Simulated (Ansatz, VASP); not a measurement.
HfAl3N: VASP beside Ansatz

```
Hf Al N
1.0
     4.17808    0.00000    0.00000
     0.00000    4.17808    0.00000
     0.00000    0.00000    4.17808
Hf Al N
1 3 1
Direct
  0.00000 0.00000 0.00000
  0.00000 0.50000 0.50000
  0.50000 0.00000 0.50000
  0.50000 0.50000 0.00000
  0.50000 0.50000 0.50000
```

Change from the starting cell: species swapped into the GdBPd3 type (Pm-3m, No. 221).

Alike in both runs: functional PBE; k mesh 4 × 4 × 4; occupations gaussian, width 0.1 eV; no spin polarisation.

Ansatz relaxed the structure, and its values are those at the end. VASP's run is a single point on that final structure, the one shown.

|  | VASP | Ansatz |
| --- | --- | --- |
| version | VASP 6.6.1 | Ansatz 0.2.0 |
| potentials or method | VASP PAW PBE potentials, release 64 (Hf_pv, Al, N) | scalar-relativistic, plane waves, PAW |
| plane-wave cutoff (eV) | 520 | 420 |
| valence electrons in the cell | 24 | 40 |

|  | VASP | Ansatz | Ansatz less VASP |
| --- | --- | --- | --- |
| gap on the k mesh at the Fermi level (eV) | none | none | - |
| pressure (GPa) | 0.2 | 0.2 | -0.01 |

A gap of «none» marks a metal or a gap that the smearing closes. The two sets of potentials don't hold the same shells in valence.

Caveats: the k mesh is coarse (spacing up to 0.38 Å⁻¹), so the values aren't converged. The runs have no spin-orbit coupling, so splittings on Hf are missing.
